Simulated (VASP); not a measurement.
**WO3 (space group P4/nmm): computed properties**

The numbers are results of PBEsol GGA, VASP's PBE PAW potentials (set 64) (plane waves; VASP), not measurements.

space group: P4/nmm (129)
cell: a = b = 5.336 Å, c = 3.918 Å, α = β = γ = 90.00°
volume per atom: 13.94 Å³/atom
band gap (over mesh and band path): 0.53 eV
smallest direct gap (over mesh and band path): 0.54 eV
band-edge character: indirect, Z to Γ
density: 6.90 g/cm³
optical Γ-point spectrum: 149i (×2), 47i, 130, 245 (×2), 245 (×2), 247, 306 (×2), 317, 361 (×2), 446, 492, 599 (×2), 770, 776, 1034 cm⁻¹

```cif
data_O6W2
_chemical_formula_sum 'W2 O6'
_space_group_name_H-M_alt 'P4/nmm :1'
_space_group_IT_number 129
_space_group_name_Hall 'P 4ab 2ab -1ab'
_cell_length_a 5.33572
_cell_length_b 5.33572
_cell_length_c 3.91816
_cell_angle_alpha 90.000
_cell_angle_beta 90.000
_cell_angle_gamma 90.000
loop_
_space_group_symop_operation_xyz
  'x, y, z'
  '-y+1/2, x+1/2, z'
  '-x, -y, z'
  'y+1/2, -x+1/2, z'
  'x+1/2, -y+1/2, -z'
  '-y, -x, -z'
  '-x+1/2, y+1/2, -z'
  'y, x, -z'
  '-x+1/2, -y+1/2, -z'
  'y, -x, -z'
  'x+1/2, y+1/2, -z'
  '-y, x, -z'
  '-x, y, z'
  'y+1/2, x+1/2, z'
  'x, -y, z'
  '-y+1/2, -x+1/2, z'
loop_
_atom_site_label
_atom_site_type_symbol
_atom_site_symmetry_multiplicity
_atom_site_Wyckoff_symbol
_atom_site_fract_x
_atom_site_fract_y
_atom_site_fract_z
_atom_site_occupancy
W1 W 2 c 0.00000 0.50000 0.05999 1
O1 O 2 c 0.50000 0.00000 0.48788 1
O2 O 4 d 0.25000 0.25000 0.00000 1
```

Unless said otherwise, spin-orbit coupling is left out, though it shifts the bands of the heavy elements here.

The structure comes from a computed database's WO3 entry (P4/nmm); how it stands against other phases isn't given here. It was relaxed first. Symmetry was kept, so distortions that lower it aren't found.
